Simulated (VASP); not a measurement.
Method: revTPSS meta-GGA, VASP's PBE PAW potentials (set 64) (plane waves; VASP).

VASP input:

### KPOINTS
```
Regular mesh
0
Gamma
 12 12 12
0 0 0
```

### INCAR
```
SYSTEM = SiC
PREC = Accurate; ENCUT = 520; LREAL = .FALSE.
LASPH = .TRUE.
EDIFF = 1E-7; NELM = 100; ALGO = Normal
LMIXTAU = .TRUE.
ISMEAR = -5
METAGGA = RTPSS
ISIF = 2
LWAVE = .FALSE.; LCHARG = .FALSE.; LORBIT = 11
NEDOS = 601
```

KPOINTS_OPT:
```
k-points along high-symmetry lines
10
Line-mode
Reciprocal
  0.000000   0.000000   0.000000 ! GAMMA
 -0.500000  -0.500000   0.000000 ! X

 -0.500000  -0.500000   0.000000 ! X
 -0.375000  -0.375000   0.250000 ! U

 -0.375000  -0.000000   0.375000 ! K
  0.000000   0.000000   0.000000 ! GAMMA

  0.000000   0.000000   0.000000 ! GAMMA
 -0.000000  -0.000000   0.500000 ! L

 -0.000000  -0.000000   0.500000 ! L
 -0.500000  -0.250000   0.250000 ! W

 -0.500000  -0.250000   0.250000 ! W
 -0.500000  -0.500000   0.000000 ! X
```

**POSCAR**
```
SiC
1
   -0.0000000000     2.1783099116     2.1783099116
    2.1783099116    -0.0000000000     2.1783099116
    2.1783099116     2.1783099116    -0.0000000000
Si C
1 1
Direct
  0.0000000000   0.0000000000   0.0000000000
  0.2500000000   0.2500000000   0.2500000000
```

POTCAR, in this order: Si C (PBE.64 set). Program: vasp_std.

What VASP printed:

### OSZICAR
```
       N       E                     dE             d eps       ncg     rms          rms(c)
DAV:   1     0.276510134736E+01    0.27651E+01   -0.42631E+03  1176   0.876E+02
DAV:   2    -0.193047502288E+02   -0.22070E+02   -0.21471E+02  1632   0.116E+02
DAV:   3    -0.196577265473E+02   -0.35298E+00   -0.35298E+00  1312   0.182E+01
DAV:   4    -0.196585269063E+02   -0.80036E-03   -0.80036E-03  1784   0.978E-01
DAV:   5    -0.196585271797E+02   -0.27342E-06   -0.27342E-06  1368   0.142E-02    0.102E+01
DAV:   6    -0.176377855402E+02    0.20207E+01   -0.35190E+00  1152   0.234E+01    0.499E+00
DAV:   7    -0.158286324241E+02    0.18092E+01   -0.79365E+00  1152   0.103E+02    0.147E+00
DAV:   8    -0.176772079129E+02   -0.18486E+01   -0.19788E+00  1152   0.234E+01    0.116E+00
DAV:   9    -0.175647583396E+02    0.11245E+00   -0.13595E-01  1344   0.443E+00    0.444E-01
DAV:  10    -0.176523792097E+02   -0.87621E-01   -0.16036E-01  1152   0.497E+00    0.182E-01
DAV:  11    -0.176948060303E+02   -0.42427E-01   -0.34185E-02  1336   0.229E+00    0.134E-01
DAV:  12    -0.176965492591E+02   -0.17432E-02   -0.39671E-03  1648   0.425E-01    0.525E-02
DAV:  13    -0.176967453370E+02   -0.19608E-03   -0.20446E-04  1296   0.141E-01    0.235E-02
DAV:  14    -0.176967297425E+02    0.15595E-04   -0.76427E-05  1304   0.942E-02    0.114E-02
DAV:  15    -0.176967576493E+02   -0.27907E-04   -0.22911E-05  1368   0.405E-02    0.553E-03
DAV:  16    -0.176967697196E+02   -0.12070E-04   -0.52219E-06  1264   0.259E-02    0.246E-03
DAV:  17    -0.176967706424E+02   -0.92275E-06   -0.10426E-06  1352   0.787E-03    0.820E-04
DAV:  18    -0.176967705334E+02    0.10897E-06   -0.45624E-08   664   0.223E-03    0.716E-04
DAV:  19    -0.176967704622E+02    0.71200E-07   -0.15719E-08   624   0.179E-03
   1 F= -.17696770E+02 E0= -.17696770E+02  d E =0.000000E+00
       N       E                     dE             ncg
```

### OUTCAR
```
------------------------ aborting loop because EDIFF is reached ----------------------------------------
  FORCE on cell =-STRESS in cart. coord.  units (eV):
  Direction    XX          YY          ZZ          XY          YZ          ZX
  --------------------------------------------------------------------------------------
  Total        0.0012565      0.0012565      0.0012565      0.0000000     -0.0000000     -0.0000000
  in kB        0.0973823      0.0973823      0.0973823      0.0000000     -0.0000000     -0.0000000
  external PRESSURE =       0.0973823 kB  Pullay stress =       0.0000000 kB
  volume of cell :       20.67
      direct lattice vectors                 reciprocal lattice vectors
     0.000000000  2.178309912  2.178309912    -0.229535750  0.229535750  0.229535750
     2.178309912  0.000000000  2.178309912     0.229535750 -0.229535750  0.229535750
     2.178309912  2.178309912  0.000000000     0.229535750  0.229535750 -0.229535750
  FREE ENERGIE OF THE ION-ELECTRON SYSTEM (eV)
  ---------------------------------------------------
  free  energy   TOTEN  =       -17.6967704622 eV

  energy  without entropy=      -17.6967704622  energy(sigma->0) =      -17.69677046

 total charge

# of ion       s       p       d       tot
------------------------------------------
    1        0.714   0.971   0.000   1.685
    2        0.857   1.709   0.000   2.565
--------------------------------------------------
tot          1.570   2.680   0.000   4.250
```
(Selected blocks of OUTCAR.)

The compound is SiC in the zinc blende structure. It was relaxed first.
